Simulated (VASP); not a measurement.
Output of a VASP run:

**OSZICAR**
```
...
DAV:  16    -0.657314775657E+02   -0.18668E-02   -0.13192E-03  3221   0.423E-01    0.146E-01
DAV:  17    -0.657314814858E+02   -0.39201E-05   -0.54572E-05  3001   0.835E-02    0.180E-01
DAV:  18    -0.657314411846E+02    0.40301E-04   -0.28284E-05  3214   0.718E-02    0.641E-02
DAV:  19    -0.657314496160E+02   -0.84314E-05   -0.10964E-05  2958   0.485E-02    0.525E-02
DAV:  20    -0.657314262114E+02    0.23405E-04   -0.21509E-05  2818   0.500E-02    0.253E-02
DAV:  21    -0.657314345280E+02   -0.83166E-05   -0.28012E-06  3177   0.201E-02    0.674E-03
DAV:  22    -0.657314384588E+02   -0.39308E-05   -0.28507E-06  2451   0.203E-02    0.722E-03
DAV:  23    -0.657314388940E+02   -0.43520E-06   -0.16510E-07  1945   0.552E-03    0.212E-03
DAV:  24    -0.657314396966E+02   -0.80258E-06   -0.19683E-07  1955   0.768E-03    0.682E-04
DAV:  25    -0.657314399599E+02   -0.26329E-06   -0.39347E-08  1348   0.470E-03    0.109E-03
DAV:  26    -0.657314398983E+02    0.61581E-07   -0.28708E-08  1348   0.334E-03
   1 F= -.65731440E+02 E0= -.65730339E+02  d E =-.657314E+02
       N       E                     dE             d eps       ncg     rms          rms(c)
DAV:   1    -0.657316581489E+02   -0.21819E-03   -0.97957E-03  2880   0.905E-01    0.645E-02
DAV:   2    -0.657315459492E+02    0.11220E-03   -0.34038E-04  3149   0.224E-01    0.452E-02
DAV:   3    -0.657315369008E+02    0.90484E-05   -0.27927E-05  3327   0.679E-02    0.236E-02
DAV:   4    -0.657315301017E+02    0.67990E-05   -0.21988E-05  3320   0.430E-02    0.128E-02
DAV:   5    -0.657315312322E+02   -0.11304E-05   -0.52454E-06  2707   0.227E-02    0.759E-03
DAV:   6    -0.657315312405E+02   -0.82791E-08   -0.41126E-07  2768   0.733E-03
   2 F= -.65731531E+02 E0= -.65730462E+02  d E =-.913422E-04
       N       E                     dE             d eps       ncg     rms          rms(c)
DAV:   1    -0.657318230103E+02   -0.29178E-03   -0.22029E-02  2860   0.136E+00    0.964E-02
DAV:   2    -0.657315710804E+02    0.25193E-03   -0.76453E-04  3158   0.336E-01    0.683E-02
DAV:   3    -0.657315493723E+02    0.21708E-04   -0.62603E-05  3301   0.102E-01    0.355E-02
DAV:   4    -0.657315334922E+02    0.15880E-04   -0.49650E-05  3328   0.645E-02    0.189E-02
DAV:   5    -0.657315360073E+02   -0.25151E-05   -0.11940E-05  2668   0.347E-02    0.114E-02
DAV:   6    -0.657315360601E+02   -0.52755E-07   -0.10437E-06  3403   0.113E-02    0.150E-03
DAV:   7    -0.657315363534E+02   -0.29337E-06   -0.20406E-07  1963   0.434E-03    0.185E-03
DAV:   8    -0.657315362158E+02    0.13762E-06   -0.45367E-08  1228   0.357E-03    0.103E-03
DAV:   9    -0.657315363455E+02   -0.12967E-06   -0.13542E-08  1213   0.300E-03    0.310E-04
DAV:  10    -0.657315363025E+02    0.42976E-07   -0.78369E-09  1198   0.174E-03
   3 F= -.65731536E+02 E0= -.65730527E+02  d E =-.964042E-04
       N       E                     dE             d eps       ncg     rms          rms(c)
DAV:   1    -0.657316146131E+02   -0.78268E-04   -0.46424E-03  2860   0.623E-01    0.445E-02
DAV:   2    -0.657315636525E+02    0.50961E-04   -0.16117E-04  3156   0.155E-01    0.311E-02
DAV:   3    -0.657315578771E+02    0.57753E-05   -0.13003E-05  3299   0.466E-02    0.160E-02
DAV:   4    -0.657315530318E+02    0.48454E-05   -0.10620E-05  3310   0.297E-02    0.886E-03
DAV:   5    -0.657315539468E+02   -0.91508E-06   -0.24812E-06  2666   0.156E-02    0.519E-03
DAV:   6    -0.657315539740E+02   -0.27185E-07   -0.16141E-07  1626   0.516E-03
   4 F= -.65731554E+02 E0= -.65730516E+02  d E =-.114076E-03
```

File OUTCAR:
```
------------------------ aborting loop because EDIFF is reached ----------------------------------------
  FORCE on cell =-STRESS in cart. coord.  units (eV):
  Direction    XX          YY          ZZ          XY          YZ          ZX
  --------------------------------------------------------------------------------------
  Total        0.6738571      0.6738571      0.6716285     -0.0000000      0.0000000      0.0000000
  in kB       17.7498884     17.7498890     17.6911868     -0.0000000      0.0000000      0.0000000
  external PRESSURE =      17.7303214 kB  Pullay stress =       0.0000000 kB
  volume of cell :       60.83
      direct lattice vectors                 reciprocal lattice vectors
     1.784639803 -3.091086871  0.000000000     0.280168580 -0.161755402  0.000000000
     1.784639803  3.091086871  0.000000000     0.280168580  0.161755402  0.000000000
    -0.000000000 -0.000000000  5.513037755     0.000000000  0.000000000  0.181388201
 POSITION                                       TOTAL-FORCE (eV/Angst)
 -----------------------------------------------------------------------------------
      1.78464      1.03036      1.37826         0.000000     -0.000000      0.000000
      1.78464     -1.03036      4.13478        -0.000000      0.000000      0.000000
 -----------------------------------------------------------------------------------
    total drift:                               -0.000003      0.000091     -0.000010
  FREE ENERGIE OF THE ION-ELECTRON SYSTEM (eV)
  ---------------------------------------------------
  free  energy   TOTEN  =       -65.7315539740 eV

  energy  without entropy=      -65.7284404814  energy(sigma->0) =      -65.73051614

 reached required accuracy - stopping structural energy minimisation
```
(Selected blocks of OUTCAR.)

POSCAR:
```
Ho
1
    1.7869493479    -3.0950871165     0.0000000000
    1.7869493479     3.0950871165     0.0000000000
    0.0000000000     0.0000000000     5.4987963064
Ho
2
Direct
  0.3333330000   0.6666670000   0.2500000000
  0.6666670000   0.3333330000   0.7500000000
```

Q: Write an INCAR and KPOINTS that could have produced this output.

A: This is not unique; one that fits is the input of the run itself, r2SCAN meta-GGA, plane waves, VASP's PBE PAW potentials (set 64).

KPOINTS:
```
Automatic mesh
0
Gamma
12 12 7
0 0 0
```

### INCAR
```
ALGO = Normal
EDIFF = 1E-7
EDIFFG = -0.01
ENCUT = 520
IBRION = 2
ISIF = 4
ISMEAR = 1
LASPH = T
LCHARG = F
LMAXMIX = 6
LMIXTAU = T
LREAL = F
LWAVE = F
METAGGA = R2SCAN
NELM = 100
NSW = 30
PREC = Accurate
SIGMA = 0.1
SYSTEM = Ho
```

POTCAR, in this order: Ho_3 (PBE.64 set). Program: vasp_std.

The 4f electrons are frozen in the core of the lanthanide potential, so 4f levels, which can set the real gap, and their magnetism are missing.

The compound is Ho in the hcp structure. This cell is one point of a volume scan, at 0.97 of the reference volume. Symmetry was kept, so distortions that lower it aren't found.
